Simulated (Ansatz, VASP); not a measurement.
# PtS2 in two plane-wave programs, part 2 of 2

Wanted: the spread between two codes on one cell, functional and k mesh. The structure shown is the start of the Ansatz relaxation below; VASP solves that cell, so the two are compared at the walk's first step.

VASP 6.6.1 and Ansatz 0.2.0.

So far. Step 3 (VASP: single point, PBE with D3(BJ), start cell, pair 1): The run ends at a pressure of 3.10 GPa, with forces up to 0.19 eV/Å.

### 7. VASP: single point, PBE with D3(BJ), start cell, pair 2

Level of this step: PBE with D3(BJ); plane waves and PAW (S, Pt) (VASP).

The same cell, functional, mesh and smearing now go to VASP, with its own data sets.

INCAR reads:

```
SYSTEM = PtS2
PREC = Accurate
ENCUT = 400
EDIFF = 1E-06
NELM = 120
ISMEAR = 0
SIGMA = 0.01
LREAL = .FALSE.
ALGO = Normal
GGA = PE
IVDW = 12
NBANDS = 17
LASPH = .TRUE.
LORBIT = 11
LWAVE = .FALSE.
LCHARG = .FALSE.
ISIF = 2
GGA_COMPAT = .FALSE.
EFERMI = MIDGAP
KPAR = 2
```

POSCAR reads:

```
PtS2
1.0
    3.5114240000      0.0000000000      0.0000000000
   -1.7557120000      3.0409830000      0.0000000000
    0.0000000000      0.0000000000      4.7418010000
S Pt
2 1
Direct
    0.3333333333      0.6666666667      0.2585974190
    0.6666666667      0.3333333333      0.7414025810
    0.0000000000      0.0000000000      0.0000000000
```

KPOINTS reads:

```
Automatic mesh
0
Gamma
12 12 8
0 0 0
```

The projector-augmented-wave data sets are S and Pt (PBE family, release 64).

Run with:

```
mpirun -np 2 vasp_std
```

Numbers of over 12 decimals in the logs are rounded to 6 here.

The log of the run:

```text
[... set-up lines as in an earlier step ...]
 entering main loop
       N       E                     dE             d eps       ncg     rms          rms(c)
DAV:   1     0.910660866253E+02    0.91066E+02   -0.90894E+03  4678   0.932E+02
DAV:   2    -0.127679882496E+02   -0.10383E+03   -0.10085E+03  5675   0.205E+02
DAV:   3    -0.165130087679E+02   -0.37450E+01   -0.37242E+01  5537   0.407E+01
DAV:   4    -0.165488528258E+02   -0.35844E-01   -0.35825E-01  6073   0.437E+00
[...]
DAV:  12    -0.152500585171E+02   -0.29777E-05   -0.10415E-05  5578   0.301E-02    0.113E-02
DAV:  13    -0.152500596191E+02   -0.11020E-05   -0.92230E-07  4105   0.706E-03    0.469E-03
DAV:  14    -0.152500599653E+02   -0.34623E-06   -0.47343E-07  2672   0.426E-03
   1 F= -.16636258E+02 E0= -.16636258E+02  d E =-.579713E-74
```

OUTCAR, selected parts (step 7):

```text
 Edisp (eV)   -1.38620

  Total       2.01676     2.01676     0.61927     0.00000     0.00000     0.00000
  in kB      63.81521    63.81523    19.59510     0.00000     0.00000     0.00000
  external pressure =       49.08 kB  Pullay stress =        0.00 kB

 POSITION                                       TOTAL-FORCE (eV/Angst)
 -----------------------------------------------------------------------------------
     -0.00000      2.02732      1.22622        -0.000000     -0.000000      0.194581
      1.75571      1.01366      3.51558         0.000000      0.000000     -0.194581
      0.00000      0.00000      0.00000        -0.000000      0.000000      0.000000
 -----------------------------------------------------------------------------------
    total drift:                                0.000000     -0.000000     -0.000000

  FREE ENERGIE OF THE ION-ELECTRON SYSTEM (eV)
  ---------------------------------------------------
  free  energy   TOTEN  =       -16.6362578043 eV

  energy  without entropy=      -16.6362578043  energy(sigma->0) =      -16.63625780

[... 1 part as in an earlier step ...]

[... 2 further parts left out ...]
[key lines of the parts left out:]
E-fermi :   8.4130
```

The run ends at a pressure of 4.91 GPa, with forces up to 0.19 eV/Å.

### 8. Differences

What differs besides the data sets and the points named for the pairs above, as far as they apply: the data sets hold 30 valence electrons in Ansatz (on its PAW soft_1 files) and 22 in VASP. Total energies have different zeros and are not compared.

Forces (eV/Å; atoms numbered as in POSCAR):

| atom | Ansatz x, y, z | VASP x, y, z |
| --- | --- | --- |
| S1 | 0.000, 0.000, 0.240 | 0.000, 0.000, 0.195 |
| S2 | 0.000, 0.000, -0.240 | 0.000, 0.000, -0.195 |
| Pt3 | 0.000, 0.000, 0.000 | 0.000, 0.000, 0.000 |

The forces differ by 22 meV/Å r.m.s., which is 23.5 % of the r.m.s. force of 0.092 eV/Å (both taken over all components).

### 9. Ansatz: relaxation, PBE with D3(BJ)

The two programs are compared at the cell with which this relaxation starts, whose forces are those of its first step. The cell compared in this pair holds 50.58 Å³, against 50.63 Å³ for the pair before.

The structure compared here is the start of the Ansatz relaxation; VASP solves that cell, so the two are compared at the walk's first step.

input.yaml reads:

```yaml
crystal:
  lattice:
    - [3.4755933844, 0.0, 0.0]
    - [-1.7377966922, 3.0099521641, 0.0]
    - [0.0, 0.0, 4.8350406616]
  atoms:
    - { symbol: S, position: [0.3333333333, 0.6666666667, 0.2578601277] }
    - { symbol: S, position: [0.6666666667, 0.3333333333, 0.7421398723] }
    - { symbol: Pt, position: [0.0, 0.0, 0.0] }
kpoints:
  mp_grid: { grid: [12, 12, 8] }
hamiltonian:
  xc: pbe
  dispersion: d3bj
  pseudopotentials: { kind: paw, azcp: { folder: soft_1 } }
scf:
  occupations: { method: gaussian, width: 0.01 }
output:
  forces: true
  stress: true
  eigenvalues: true
relax:
  adjacent_minimum: "off"
  f_tol: 0.001
  max_steps: 60
  cell: { stress_tol: 0.01, fix: [a, b, gamma] }
```

Run with:

```
ansatz run input.yaml --threads 4 --pin off --max-ram 10240MiB --backend cpu --events-out ev --progress --plain --runs-dir out
```

The log of the run:

```text
[...]
Crystal: 3 atoms, lattice volume = 50.581 Å³
Basis set: ecut = 420 eV, 971 PW (Γ), exchange–correlation on 48×48×72 points (8 copies of the dense FFT grid, shifted against one another)
Bands: 19, of which v1, the nominal top of the filled ones, is band 15 counted from 1 (14 counted from 0)
Symmetry: 12 space group operations
[...]
k-points: 131 of 1152
[...]
k-point 130: bands = [... 11 lower, 7.8303, 8.6370, 9.9803, 9.9803, 14.3537, 14.3537, 19.3068, 19.7727]
--- Relaxed structure (5 steps of the walk, 5 accepted, 1 SCFs on fresh bases) ---
[...]
cell:  # Å, volume = 51.7632 Å³
    - [3.475593, 0, 0.0]
    - [-1.737797, 3.009952, 0]
    - [0.0, 0, 4.948033]
  atoms:
    - { symbol: S, position: [0.333333, 0.666667, 0.256285] }
    - { symbol: S, position: [0.666667, 0.333333, 0.743715] }
    - { symbol: Pt, position: [0, 0, 0] }
[key lines of the parts left out:]
SCF converged after 7 iterations
Free energy (F): -14331.087607 eV
Fermi energy:    12.468960 eV
P = ⅓ Tr σ = 4.7678 GPa (47.678 kbar)
```

### 10. VASP: single point, PBE with D3(BJ), start cell, pair 3

The same cell, functional, mesh and smearing now go to VASP, with its own data sets.

INCAR is that of step 7.

POSCAR reads:

```
PtS2
1.0
    3.4755930000      0.0000000000      0.0000000000
   -1.7377970000      3.0099520000      0.0000000000
    0.0000000000      0.0000000000      4.8350410000
S Pt
2 1
Direct
    0.3333333333      0.6666666667      0.2578601712
    0.6666666667      0.3333333333      0.7421398288
    0.0000000000      0.0000000000      0.0000000000
```

KPOINTS is that of step 7.

Run with:

```
mpirun -np 2 vasp_std
```

The log of the run:

```text
[... set-up lines as in an earlier step ...]
 entering main loop
       N       E                     dE             d eps       ncg     rms          rms(c)
DAV:   1     0.915725137381E+02    0.91573E+02   -0.91248E+03  4662   0.932E+02
DAV:   2    -0.127632444880E+02   -0.10434E+03   -0.10157E+03  5594   0.206E+02
DAV:   3    -0.164771027419E+02   -0.37139E+01   -0.36936E+01  5572   0.406E+01
DAV:   4    -0.165111314517E+02   -0.34029E-01   -0.34014E-01  6015   0.431E+00
[...]
DAV:  12    -0.152110766897E+02   -0.32909E-05   -0.13188E-05  5460   0.338E-02    0.142E-02
DAV:  13    -0.152110777528E+02   -0.10631E-05   -0.10777E-06  4092   0.756E-03    0.526E-03
DAV:  14    -0.152110782128E+02   -0.46000E-06   -0.62741E-07  2727   0.478E-03
   1 F= -.16597561E+02 E0= -.16597561E+02  d E =-.156993-147
```

Parts of OUTCAR (step 10):

```text
 Edisp (eV)   -1.38648

  Total       2.82604     2.82604     0.66352    -0.00000     0.00000     0.00000
  in kB      89.51577    89.51578    21.01726    -0.00001     0.00000     0.00000
  external pressure =       66.68 kB  Pullay stress =        0.00 kB

 POSITION                                       TOTAL-FORCE (eV/Angst)
 -----------------------------------------------------------------------------------
     -0.00000      2.00663      1.24676         0.000000      0.000000      0.205182
      1.73780      1.00332      3.58828        -0.000000     -0.000000     -0.205182
      0.00000      0.00000      0.00000        -0.000000      0.000000      0.000000
 -----------------------------------------------------------------------------------
    total drift:                                0.000000     -0.000000      0.000000

  FREE ENERGIE OF THE ION-ELECTRON SYSTEM (eV)
  ---------------------------------------------------
  free  energy   TOTEN  =       -16.5975605925 eV

  energy  without entropy=      -16.5975605925  energy(sigma->0) =      -16.59756059

[... 1 part as in an earlier step ...]

[... 2 further parts left out ...]
[key lines of the parts left out:]
E-fermi :   8.3873
```

The run ends at a pressure of 6.67 GPa, with forces up to 0.21 eV/Å.

### 11. Differences

What differs besides the data sets and the points named for the pairs above, as far as they apply: the data sets hold 30 valence electrons in Ansatz (on its PAW soft_1 files) and 22 in VASP. Total energies have different zeros and are not compared.

Forces (eV/Å; atoms numbered as in POSCAR):

| atom | Ansatz x, y, z | VASP x, y, z |
| --- | --- | --- |
| S1 | 0.000, 0.000, 0.253 | 0.000, 0.000, 0.205 |
| S2 | 0.000, 0.000, -0.253 | 0.000, 0.000, -0.205 |
| Pt3 | 0.000, 0.000, 0.000 | 0.000, 0.000, 0.000 |

The forces differ by 22 meV/Å r.m.s., which is 23.1 % of the r.m.s. force of 0.097 eV/Å (both taken over all components).

### 12. What came out

| Quantity | Value |
| --- | --- |
| r.m.s. force difference (single point, PBE with D3(BJ), start cell, pair 1) | 21 meV/Å |
| r.m.s. force difference (single point, PBE with D3(BJ), start cell, pair 2) | 22 meV/Å |
| r.m.s. force difference (single point, PBE with D3(BJ), start cell, pair 3) | 22 meV/Å |

What this shows: The r.m.s. force difference is 22 meV/Å (single point, PBE with D3(BJ), start cell, pair 3), beyond the 12 meV/Å picked in this series as the mark of a large difference. The data sets hold unlike numbers of valence electrons (30 in Ansatz and 22 in VASP), so part of the differences comes from the potentials. Single point, PBE with D3(BJ), start cell, pair 1, VASP with the data sets S and Pt_sv_GW and a cutoff of 430 eV: r.m.s. force difference goes from 21 to 8.9 meV/Å. What causes the difference of the single point, PBE with D3(BJ), start cell, pair 2 pair stays open here. What causes the difference of the single point, PBE with D3(BJ), start cell, pair 3 pair stays open here. 8 further runs of this series are not shown here. Such differences can come from data sets, numerical settings and the points named under the comparisons, not from the functional's error against experiment.

[Lines on the potential files, build, host, timing and source positions are cut from VASP's logs without a mark.]

[Logs are printed without paths, hosts, clocks, repeated set-up lines and the standing remarks that a program may print on its own settings, such as how far it seeks lower states.]

[Hosts, paths, dates, database ids (printed as entryN), source tags and the programs' standing remarks are cut or masked in the printed files.]
